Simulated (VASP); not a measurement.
All values below come from PBEsol GGA, VASP's PBE PAW potentials (set 64) (plane waves; VASP).

VASP input:

KPOINTS:
```
k-points along high-symmetry lines
10
Line-mode
Reciprocal
  0.000000   0.000000   0.000000 ! GAMMA
  0.500000   0.000000   0.000000 ! M

  0.500000   0.000000   0.000000 ! M
  0.333333   0.333333   0.000000 ! K

  0.333333   0.333333   0.000000 ! K
  0.000000   0.000000   0.000000 ! GAMMA

  0.000000   0.000000   0.000000 ! GAMMA
  0.000000   0.000000   0.500000 ! A

  0.000000   0.000000   0.500000 ! A
  0.500000   0.000000   0.500000 ! L

  0.500000   0.000000   0.500000 ! L
  0.333333   0.333333   0.500000 ! H

  0.333333   0.333333   0.500000 ! H
  0.000000   0.000000   0.500000 ! A

  0.500000   0.000000   0.500000 ! L
  0.500000   0.000000   0.000000 ! M

  0.333333   0.333333   0.500000 ! H
  0.333333   0.333333   0.000000 ! K
```

### POSCAR
```
InSe
4.0096050
  0.9999998882   0.0000000000   0.0000000000
 -0.4999999441   0.8660252811   0.0000000000
  0.0000000000   0.0000000000   4.2188499774
In Se
4 4
Cart
 -0.0000005000   0.5773504761   0.7084945445
  0.5000004441   0.2886748050   2.8179195332
  0.5000004441   0.2886748050   3.5103554329
 -0.0000005000   0.5773504761   1.4009304442
 -0.0000005000   0.5773504761   2.4990886050
  0.5000004441   0.2886748050   0.3896636163
  0.5000004441   0.2886748050   1.7197613724
 -0.0000005000   0.5773504761   3.8291863611
```

INCAR:
```
SYSTEM = InSe
PREC = Accurate
ENCUT = 400
EDIFF = 1E-7
NELM = 100
ALGO = Normal
LREAL = .FALSE.
LASPH = .TRUE.
ISMEAR = 0
SIGMA = 0.05
GGA = PS
LMAXMIX = 4
LWAVE = .FALSE.
LCHARG = .FALSE.
LORBIT = 11
ICHARG = 11
```

POTCAR, in this order: In_d Se (PBE.64 set). Program: vasp_std. Read from the step before: CHGCAR.

The run wrote:

### OSZICAR
```
       N       E                     dE             d eps       ncg     rms          rms(c)
DAV:   1     0.710722413229E+03    0.71072E+03   -0.30015E+04  8164   0.158E+03
DAV:   2     0.757578263744E+02   -0.63496E+03   -0.62139E+03  8228   0.432E+02
DAV:   3    -0.230191556948E+02   -0.98777E+02   -0.94850E+02  9853   0.187E+02
DAV:   4    -0.292419536227E+02   -0.62228E+01   -0.61638E+01  9472   0.468E+01
DAV:   5    -0.294728053666E+02   -0.23085E+00   -0.23068E+00 10436   0.876E+00
DAV:   6    -0.294823901933E+02   -0.95848E-02   -0.95844E-02 12878   0.168E+00
DAV:   7    -0.294825886048E+02   -0.19841E-03   -0.19841E-03 12333   0.226E-01
DAV:   8    -0.294825946915E+02   -0.60867E-05   -0.60864E-05 12396   0.390E-02
DAV:   9    -0.294825949052E+02   -0.21367E-06   -0.21400E-06 11213   0.738E-03
DAV:  10    -0.294825949131E+02   -0.79654E-08   -0.76755E-08  6777   0.175E-03
   1 F= -.29482595E+02 E0= -.29482595E+02  d E =-.943696E-09
```

File OUTCAR:
```
 val. band max:        3.8598347585   @ k =   0.0000   0.0000   0.0000

 cond. band min:       4.2408876404   @ k =   0.0000   0.0000   0.0000



 k-point     1 :       0.0000    0.0000    0.0000
  band No.  band energies     occupation
      1     -10.8515      2.00000
      2     -10.8510      2.00000
      3     -10.6530      2.00000
      4     -10.6530      2.00000
      5     -10.6527      2.00000
      6     -10.6527      2.00000
      7     -10.5637      2.00000
      8     -10.5637      2.00000
      9     -10.5635      2.00000
     10     -10.5635      2.00000
     11     -10.5546      2.00000
     12     -10.5546      2.00000
     13     -10.5545      2.00000
     14     -10.5545      2.00000
     15     -10.3697      2.00000
     16     -10.3697      2.00000
     17     -10.3696      2.00000
     18     -10.3696      2.00000
     19     -10.3675      2.00000
     20     -10.3595      2.00000
     21      -9.6288      2.00000
     22      -9.4746      2.00000
     23      -9.3917      2.00000
     24      -9.2294      2.00000
     25      -2.4694      2.00000
     26      -2.1506      2.00000
     27      -0.3973      2.00000
     28       0.4407      2.00000
     29       2.3599      2.00000
     30       2.5360      2.00000
     31       2.5360      2.00000
     32       2.6117      2.00000
     33       2.6118      2.00000
     34       2.7083      2.00000
     35       2.7083      2.00000
     36       2.7881      2.00000
     37       2.7881      2.00000
     38       3.8598      2.00000
     39       4.2409      0.00000
     40       5.5215      0.00000
     41       5.9312      0.00000
     42       5.9370      0.00000
     43       8.0935      0.00000
     44       8.1053      0.00000
     45       8.2238      0.00000

 k-point     2 :       0.0556    0.0000    0.0000
  band No.  band energies     occupation
      1     -10.8514      2.00000
      2     -10.8509      2.00000
      3     -10.6669      2.00000
      4     -10.6651      2.00000
...
```

The density is held fixed in this step, so its total energy and stress have no physical meaning. Without a dispersion term in the relaxation, distances and binding between the weakly bound layers, chains or molecules are unreliable, and so is what depends on them. Unless said otherwise, spin-orbit coupling is left out, though it shifts the bands of the heavy elements here.

The structure was generated: InSe was put into the beta-GaS type (P6_3/mmc), a phase also known from measurement. It was relaxed first, which changed the volume by -16 %.
